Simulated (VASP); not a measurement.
ZrC (rock salt) relaxed at rising pressure, in one space group throughout; other phases were not tried. The pressures are those reached. Calculation: PBEsol GGA, VASP's PBE PAW potentials (set 64) (plane waves; VASP 6.6.1).

| P (GPa) | V (Å³/atom) | k-mesh |
|---|---|---|
| -0.13 | 12.747 | 13×13×13 |
| 4.91 | 12.487 | 14×14×14 |
| 9.94 | 12.252 | 14×14×14 |
| 19.98 | 11.840 | 14×14×14 |
| 30.00 | 11.488 | 14×14×14 |

A change of mesh leaves a small step in the series.

Task: Fit an equation of state and predict the volume at 44.92 GPa.

Result: Least squares on the third-order Birch-Murnaghan form, P = (3B0/2)(y⁷ − y⁵)[1 + (3/4)(B′ − 4)(y² − 1)] with y = (V0/V)^(1/3), gives V0 = 12.740 Å³/atom, B0 = 235 GPa and B′ = 4.1, and so 11.043 Å³/atom. The run gave 11.041 Å³/atom, -0.0 % from the fit.

Pressures at which the relaxation failed are left out.

The compound is ZrC in the rock salt structure.
